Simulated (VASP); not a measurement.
Input:

```
HgSe
1.0
    0.00000     3.10080     3.10080
    3.10080     0.00000     3.10080
    3.10080     3.10080     0.00000
Hg Se
1 1
Direct
  0.00000   0.00000   0.00000
  0.25000   0.25000   0.25000
```
Cell charge +0.5.

Method: PBE GGA, VASP's PBE PAW potentials (set 64) (plane waves; VASP 6.6.1). Settings: NELECT = 17.5, 400 eV cut-off, 7×7×7 Γ-centred mesh, Gaussian smearing of 0.050 eV, potentials Hg Se.

The cell is charged, with a uniform compensating background. Unless said otherwise, spin-orbit coupling is left out, though it shifts the bands of the heavy elements here.

Problem. Predict the energy per atom (σ→0), pressure, band gap (on the k-mesh) with the smallest direct gap where there is one.

Solution. 
```json
{
  "band gap (on the k-mesh)": "none (metal, semimetal or under 0.01 eV)",
  "energy per atom (σ→0)": "-2.194 eV/atom",
  "pressure": "-9.51 GPa"
}
```

Only differences to runs with the same potentials and settings are physical.

The compound is HgSe in the zinc blende structure. The cell was not relaxed at this level. The run is one of a series of settings (NELECT = 17.5 against the base run), some of them coarse on purpose.
